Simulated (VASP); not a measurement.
# Ga8SbAs7 (F-43m) in VASP: notebook, part 2 of 2

VASP 6.6.1. Earlier steps stand in the parts before.

## Step 3: Band structure, PBEsol, spin-orbit coupling, no magnetisation

Input file INCAR:

```
SYSTEM = Ga8SbAs7
PREC = Accurate
ENCUT = 520
EDIFF = 1E-6
ISMEAR = 0
SIGMA = 0.03
LREAL = .False.
LASPH = .True.
NELM = 80
ALGO = Fast
ISIF = 2
LWAVE = .False.
LCHARG = .False.
LNONCOLLINEAR = .True.
MAGMOM = 0 0 0 0 0 0 0 0 0 0 0 0 0 0 0 0 0 0 0 0 0 0 0 0 0 0 0 0 0 0 0 0 0 0 0 0 0 0 0 0 0 0 0 0 0 0 0 0
LORBIT = 11
LSORBIT = .True.
GGA_COMPAT = .False.
GGA = PS
NBANDS = 172
KPAR = 4
```

Input file KPOINTS:

```
regular mesh
0
Gamma
  4 4 4
  0 0 0
```

Input file POSCAR:

```
Ga8SbAs7                                
1.0
   -5.7226516095      5.7226516095     -0.0000000000
   -5.7226516095     -0.0000000000      5.7226516095
    0.0000000000      5.7226516095      5.7226516095
  Ga              Sb              As            
     8     1     7
Direct
     0.0045177385969397    0.0045177385969397    0.9864467842091739
     0.4997226215858377    0.0008321352424867    0.9997226215858378
     0.0008321352424867    0.4997226215858377    0.9997226215858378
     0.0045177385969397    0.0045177385969397    0.5045177385969397
     0.4997226215858377    0.4997226215858377    0.9997226215858378
     0.4864467842091739    0.0045177385969397    0.5045177385969397
     0.0045177385969397    0.4864467842091739    0.5045177385969397
     0.4997226215858377    0.4997226215858377    0.5008321352424867
     0.8750000000000000    0.8750000000000000    0.3750000000000000
     0.3749731362043461    0.8750268637956540    0.3750268637956539
     0.8750268637956540    0.3749731362043461    0.3750268637956539
     0.8750268637956540    0.8750268637956540    0.8749731362043460
     0.3749731362043461    0.3749731362043461    0.3750268637956539
     0.3749731362043461    0.8750268637956540    0.8749731362043460
     0.8750268637956540    0.3749731362043461    0.8749731362043460
     0.3750000000000000    0.3750000000000000    0.8750000000000000
```

Input file KPOINTS_OPT:

```
explicit points
6
Reciprocal
 0.0000000000  0.0000000000  0.0000000000 1
 0.3750000000  0.3750000000  0.7500000000 1
 0.5000000000  0.5000000000  0.5000000000 1
 0.6250000000  0.2500000000  0.6250000000 1
 0.5000000000  0.2500000000  0.7500000000 1
 0.5000000000  0.0000000000  0.5000000000 1
```

Potentials or basis: VASP PAW PBE potentials, release 64 (Ga_d, Sb, As).

Command:

```bash
cat potpaw_PBE.64/Ga_d/POTCAR potpaw_PBE.64/Sb/POTCAR potpaw_PBE.64/As/POTCAR > POTCAR
mpirun -np 4 vasp_ncl > vasp.out
```

OUTCAR:

```text
SYSTEM = Ga8SbAs7
   PREC = Accurate
   ENCUT = 520
   EDIFF = 1E-6
   ISMEAR = 0
   LREAL = .False.
   LASPH = .True.
   NELM = 80
   ISIF = 2
   LNONCOLLINEAR = .True.
   LORBIT = 11
   LSORBIT = .True.
   GGA = PS

 ion  position               nearest neighbor table
   1  0.005  0.005  0.986-  12 2.45  14 2.45  15 2.45   9 2.57
   2  0.500  0.001  1.000-  16 2.47  12 2.48  10 2.48  14 2.48
   3  0.001  0.500  1.000-  16 2.47  12 2.48  11 2.48  15 2.48
   4  0.005  0.005  0.505-  10 2.45  11 2.45  12 2.45   9 2.57
   5  0.500  0.500  1.000-  16 2.47  14 2.48  15 2.48  13 2.48
   6  0.486  0.005  0.505-  10 2.45  13 2.45  14 2.45   9 2.57
[... 8 lines left out ...]
  15  0.875  0.375  0.875-   1 2.45   7 2.45   5 2.48   3 2.48
  16  0.375  0.375  0.875-   2 2.47   3 2.47   8 2.47   5 2.47

  LATTYP: Found a face centered cubic cell.
 ALAT       =    11.4453032190

  Lattice vectors:

 A1 = (  -5.7226516095,   5.7226516095,   0.0000000000)
[... 2199 lines left out ...]
tot         16.731  18.748  80.150 115.629

 magnetization (x)

# of ion       s       p       d       tot
------------------------------------------
    1        0.000   0.000  -0.000   0.000
    2       -0.000   0.000  -0.000  -0.000
    3        0.000  -0.000  -0.000   0.000
    4        0.000   0.000  -0.000   0.000
    5        0.000   0.000   0.000   0.000
    6       -0.000  -0.000   0.000  -0.000
[... 8 lines left out ...]
   15       -0.000   0.000  -0.000   0.000
   16       -0.000  -0.000   0.000  -0.000
--------------------------------------------------
tot          0.000   0.000  -0.000   0.000

 magnetization (y)

# of ion       s       p       d       tot
------------------------------------------
    1       -0.000   0.000   0.000  -0.000
    2       -0.000   0.000   0.000   0.000
    3       -0.000  -0.000   0.000  -0.000
    4       -0.000   0.000   0.000  -0.000
    5       -0.000   0.000   0.000  -0.000
    6        0.000   0.000   0.000   0.000
[... 8 lines left out ...]
   15        0.000   0.000   0.000   0.000
   16       -0.000   0.000   0.000  -0.000
--------------------------------------------------
tot         -0.000  -0.000   0.000  -0.000

 magnetization (z)

# of ion       s       p       d       tot
------------------------------------------
    1        0.000  -0.000  -0.000   0.000
    2        0.000  -0.000   0.000  -0.000
    3       -0.000  -0.000  -0.000  -0.000
    4        0.000  -0.000   0.000  -0.000
    5        0.000   0.000   0.000   0.000
    6       -0.000   0.000  -0.000  -0.000
[... 8 lines left out ...]
   15       -0.000  -0.000   0.000  -0.000
   16       -0.000   0.000  -0.000  -0.000
--------------------------------------------------
tot          0.000  -0.000  -0.000  -0.000
```

stdout:

```text
POSCAR found type information on POSCAR GaSbAs
 POSCAR found :  3 types and      16 ions
 scaLAPACK will be used
 -----------------------------------------------------------------------------
|                                                                             |
|                                                                             |
|     You enforced a specific xc type in the INCAR file but a different       |
|     I HOPE YOU KNOW WHAT YOU ARE DOING!                                     |
|                                                                             |
 -----------------------------------------------------------------------------

 LDA part: xc-table for (Slater+PW92), standard interpolation
 POSCAR, INCAR and KPOINTS ok, starting setup
 FFT: planning ... GRIDC
 FFT: planning ... GRID_SOFT
 FFT: planning ... GRID
 WAVECAR not read
 entering main loop
 Start KPOINTS_OPT (optional k-point list driver)
k-point batch [1-6\6]
```

Run time: 13 min. Hardware: 4 MPI ranks of Intel Xeon Platinum 8488C (Sapphire Rapids), shared host; peak memory 2 GiB.

What came out:

* Free energy: -71.6913 eV
* Pressure: 0.1 GPa
* Largest force: 0.020 eV/Å
* Valence electrons inside the program's atomic spheres: Ga 11.70, 11.64; Sb 2.58; As 2.82, 2.81

Forces in eV/Å, atoms in the order of the input:
```
Ga  -0.011 -0.011 -0.011
Ga  -0.005 -0.005  0.005
Ga  -0.005  0.005 -0.005
Ga  -0.011  0.011  0.011
Ga   0.005 -0.005 -0.005
Ga   0.011 -0.011  0.011
Ga   0.011  0.011 -0.011
Ga   0.005  0.005  0.005
Sb   0.000  0.000  0.000
As   0.000  0.000 -0.007
As   0.000 -0.007  0.000
As   0.007  0.000  0.000
As  -0.007  0.000  0.000
As   0.000  0.007  0.000
As   0.000  0.000  0.007
As   0.000  0.000  0.000
```

Caveat: the PAW data sets were made with another functional, which shifts forces and pressure a little.

## Step 4: Band structure, r2SCAN

Input file INCAR:

```
SYSTEM = Ga8SbAs7
PREC = Accurate
ENCUT = 520
EDIFF = 1E-6
ISMEAR = 0
SIGMA = 0.03
LREAL = .False.
LASPH = .True.
NELM = 80
ALGO = Normal
ISIF = 2
LWAVE = .False.
LCHARG = .False.
METAGGA = R2SCAN
LMIXTAU = .True.
NBANDS = 86
KPAR = 4
```

Input file KPOINTS:

```
regular mesh
0
Gamma
  6 6 6
  0 0 0
```

POSCAR is that of step 3.

KPOINTS_OPT is that of step 3.

Command:

```bash
cat potpaw_PBE.64/Ga_d/POTCAR potpaw_PBE.64/Sb/POTCAR potpaw_PBE.64/As/POTCAR > POTCAR
mpirun -np 4 vasp_std > vasp.out
```

Wall time 11 min (4 MPI ranks of Intel Xeon Platinum 8488C (Sapphire Rapids), shared host); peak memory 0.89 GiB.

The run converged. Its results:

* Free energy: -226.6986 eV
* Pressure: 0.3 GPa
* Largest force: 0.017 eV/Å
* Band gap on the k mesh: 0.54 eV, direct
* Band gap along the path: 0.54 eV, direct

Forces in eV/Å, atoms in the order of the input:
```
Ga  -0.010 -0.010 -0.010
Ga  -0.002 -0.002  0.002
Ga  -0.002  0.002 -0.002
Ga  -0.010  0.010  0.010
Ga   0.002 -0.002 -0.002
Ga   0.010 -0.010  0.010
Ga   0.010  0.010 -0.010
Ga   0.002  0.002  0.002
Sb   0.000  0.000  0.000
As   0.000  0.000  0.009
As   0.000  0.009  0.000
As  -0.009  0.000  0.000
As   0.009  0.000  0.000
As   0.000 -0.009  0.000
As   0.000  0.000 -0.009
As   0.000  0.000  0.000
```

Levels at points of the mesh, in eV from the valence-band top:
| k point | band 69 | band 70 | band 71 | band 72 | band 73 | band 74 | band 75 | band 76 |
| --- | --- | --- | --- | --- | --- | --- | --- | --- |
| (0.00, 0.00, 0.00) | -1.08 | 0.00 | 0.00 | 0.00 | 0.54 | 1.03 | 1.03 | 1.03 |
| (0.50, 0.00, 0.00) | -0.92 | -0.92 | -0.56 | -0.56 | 1.41 | 1.66 | 2.22 | 2.26 |
| (0.50, 0.50, 0.00) | -1.53 | -1.40 | -1.10 | -1.10 | 2.03 | 2.10 | 2.74 | 2.74 |

Caveat: the PAW data sets were made with another functional, which shifts forces and pressure a little; spin-orbit coupling is left out, which moves the levels of the heavy elements. r2SCAN opens gaps a little over a GGA but as a rule still falls short of measured ones.

## Step 5: Band structure, TB-mBJ

POSCAR is that of step 4.

Input file INCAR.step1:

```
SYSTEM = Ga8SbAs7
PREC = Accurate
ENCUT = 520
EDIFF = 1E-5
ISMEAR = 0
SIGMA = 0.03
LREAL = .False.
LASPH = .True.
NELM = 80
ALGO = Normal
ISIF = 2
LWAVE = .True.
LCHARG = .False.
NBANDS = 86
KPAR = 4
GGA = PE
```

Input file INCAR.step2:

```
SYSTEM = Ga8SbAs7
PREC = Accurate
ENCUT = 520
EDIFF = 1E-6
ISMEAR = 0
SIGMA = 0.03
LREAL = .False.
LASPH = .True.
NELM = 80
ALGO = Normal
ISIF = 2
LWAVE = .False.
LCHARG = .False.
METAGGA = MBJ
NBANDS = 86
KPAR = 4
ISTART = 1
```

KPOINTS is that of step 4.

KPOINTS_OPT is that of step 4.

Command:

```bash
cat potpaw_PBE.64/Ga_d/POTCAR potpaw_PBE.64/Sb/POTCAR potpaw_PBE.64/As/POTCAR > POTCAR
cp INCAR.step1 INCAR
mpirun -np 4 vasp_std > vasp.out
cp INCAR.step2 INCAR
mpirun -np 4 vasp_std > vasp.out
```

It took 13 min on 4 MPI ranks of Intel Xeon Platinum 8488C (Sapphire Rapids), shared host; peak memory 0.89 GiB.

It converged, with:

```
Band gap on the k mesh  : 1.08 eV, direct
Band gap along the path : 1.08 eV, direct
```

Levels at points of the mesh, in eV from the valence-band top:
| k point | band 68 | band 69 | band 70 | band 71 | band 72 | band 73 | band 74 | band 75 | band 76 | band 77 |
| --- | --- | --- | --- | --- | --- | --- | --- | --- | --- | --- |
| (0.00, 0.00, 0.00) | -0.99 | -0.99 | 0.00 | 0.00 | 0.00 | 1.08 | 1.44 | 1.44 | 1.45 | 1.72 |
| (0.50, 0.00, 0.00) | -1.88 | -0.87 | -0.87 | -0.49 | -0.49 | 1.82 | 2.03 | 2.52 | 2.56 | 2.56 |
| (0.50, 0.50, 0.00) | -1.63 | -1.43 | -1.30 | -0.97 | -0.97 | 2.32 | 2.38 | 3.02 | 3.02 | 3.13 |

Caveat: the PAW data sets were made with another functional, which shifts forces and pressure a little; spin-orbit coupling is left out, which moves the levels of the heavy elements.

## Step 6: Band structure, TB-mBJ, spin-orbit coupling, no magnetisation

POSCAR is that of step 5.

Changes to INCAR.step1 since step 5:

```diff
@@ -13,3 +13,7 @@
 LCHARG = .False.
-NBANDS = 86
+MAGMOM = 0 0 0 0 0 0 0 0 0 0 0 0 0 0 0 0 0 0 0 0 0 0 0 0 0 0 0 0 0 0 0 0 0 0 0 0 0 0 0 0 0 0 0 0 0 0 0 0
+LORBIT = 11
+LSORBIT = .True.
+GGA_COMPAT = .False.
+NBANDS = 172
 KPAR = 4
```

Changes to INCAR.step2 since step 5:

```diff
@@ -13,4 +13,8 @@
 LCHARG = .False.
+MAGMOM = 0 0 0 0 0 0 0 0 0 0 0 0 0 0 0 0 0 0 0 0 0 0 0 0 0 0 0 0 0 0 0 0 0 0 0 0 0 0 0 0 0 0 0 0 0 0 0 0
+LORBIT = 11
+LSORBIT = .True.
+GGA_COMPAT = .False.
 METAGGA = MBJ
-NBANDS = 86
+NBANDS = 172
 KPAR = 4
```

Input file KPOINTS:

```
regular mesh
0
Gamma
  4 4 4
  0 0 0
```

KPOINTS_OPT is that of step 5.

Potentials or basis: VASP PAW PBE potentials, release 64 (Ga_d, Sb, As).

Command:

```bash
cat potpaw_PBE.64/Ga_d/POTCAR potpaw_PBE.64/Sb/POTCAR potpaw_PBE.64/As/POTCAR > POTCAR
cp INCAR.step1 INCAR
mpirun -np 4 vasp_ncl > vasp.out
cp INCAR.step2 INCAR
mpirun -np 4 vasp_ncl > vasp.out
```

Wall time 59 min (4 MPI ranks of Intel Xeon Platinum 8488C (Sapphire Rapids), shared host); peak memory 2.5 GiB.

The run converged. Its results:

- Valence electrons inside the program's atomic spheres: Ga 11.45, 11.39; Sb 2.58; As 2.94, 2.93

Caveat: the PAW data sets were made with another functional, which shifts forces and pressure a little.

## Step 7: The runs side by side

```tsv
level	spin	k mesh	gap on the mesh (eV)	pressure (GPa)	largest force (eV/Å)
PBEsol	off	6 × 6 × 6	0.06	0.0	-
PBEsol	SOC, no magnetisation	4 × 4 × 4	-	0.1	0.02
r2SCAN	off	6 × 6 × 6	0.54	0.3	0.02
TB-mBJ	off	6 × 6 × 6	1.08	-	-
TB-mBJ	SOC, no magnetisation	4 × 4 × 4	-	-	-
```

Alike in all rows: task band structure; potentials or basis VASP PAW PBE potentials, release 64 (Ga_d, Sb, As); cell as given; cutoff (eV) 520; smearing gaussian 0.03 eV.

On the cell as given the gap runs from 0.06 eV (PBEsol) to 1.08 eV (TB-mBJ). The pressure there spans 0.0 GPa (PBEsol) to 0.3 GPa (r2SCAN); a positive pressure means that this level wants a larger cell, a negative one a smaller.

Caveats: the PAW data sets were made with another functional, which shifts forces and pressure a little; spin-orbit coupling is left out, which moves the levels of the heavy elements (some runs).

Total energies depend on the potentials used, so only differences within one code and one set of settings carry meaning.
